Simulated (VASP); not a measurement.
Wanted: the native input for a VASP 6.6.1 run.

* Task: relaxation of cell and atoms
* Functional: PBE
* Dispersion: D3(BJ)
* Potentials or basis: VASP PAW PBE potentials, release 64 (Si, Mo_sv)
* Cutoff: 600 eV
* k mesh: 8 × 8 × 8
* Occupations: methfessel-paxton, width 0.1 eV
* Spin: no spin polarisation
* Further INCAR settings: ALGO = Normal; EDIFF = 1e-06; IBRION = 2; EDIFFG = -0.01; NSW = 90; ISIF = 3

The structure of SiMo3 lies in POSCAR:

```
SiMo3
1.0
    4.8890000000      0.0000000000      0.0000000000
    0.0000000000      4.8890000000      0.0000000000
    0.0000000000      0.0000000000      4.8890000000
Si Mo
2 6
Direct
    0.0000000000      0.0000000000      0.0000000000
    0.5000000000      0.5000000000      0.5000000000
    0.2500000000      0.0000000000      0.5000000000
    0.5000000000      0.7500000000      0.0000000000
    0.7500000000      0.0000000000      0.5000000000
    0.5000000000      0.2500000000      0.0000000000
    0.0000000000      0.5000000000      0.7500000000
    0.0000000000      0.5000000000      0.2500000000
```

These files were run (other wordings do the same):

INCAR

```
SYSTEM = SiMo3
PREC = Accurate
ENCUT = 600
EDIFF = 1E-6
ISMEAR = 1
SIGMA = 0.1
LREAL = .FALSE.
LASPH = .TRUE.
NELM = 80
ALGO = Normal
ISIF = 3
LWAVE = .FALSE.
LCHARG = .FALSE.
GGA = PE
IVDW = 12
IBRION = 2
NSW = 90
EDIFFG = -0.01
KPAR = 2
```

KPOINTS

```
regular mesh
0
G
  8 8 8
  0 0 0
```

Potentials or basis: VASP PAW PBE potentials, release 64 (Si, Mo_sv).

The run is started by

```bash
$ cat potpaw_PBE.64/Si/POTCAR potpaw_PBE.64/Mo_sv/POTCAR > POTCAR
$ mpirun -np 2 vasp_std > vasp.out
```

It gave:

```yaml
Relaxed_volume: 14.36 Å³/atom
Relaxed_cell: a = 4.861 Å, b = 4.861 Å, c = 4.861 Å, α = 90.00°, β = 90.00°, γ = 90.00°
Space_group_after_relaxing_to_0.05_Å: Pm-3n (No. 223)
Energy_gained_by_relaxing: 3.7 meV/atom
Ionic_steps: 3
Pressure_after_relaxing: -0.1 GPa
Band_gap_on_the_k_mesh: none (metal or under the smearing width)
Dispersion_energy_per_atom: -0.685 eV
```

Caveat: pairwise dispersion overbinds metals, which lowers pressure and volume.

It took 3.7 min on 2 MPI ranks on Intel(R) Xeon(R) 6975P-C (Granite Rapids) (shared host), peak memory 0.38 GiB a rank.
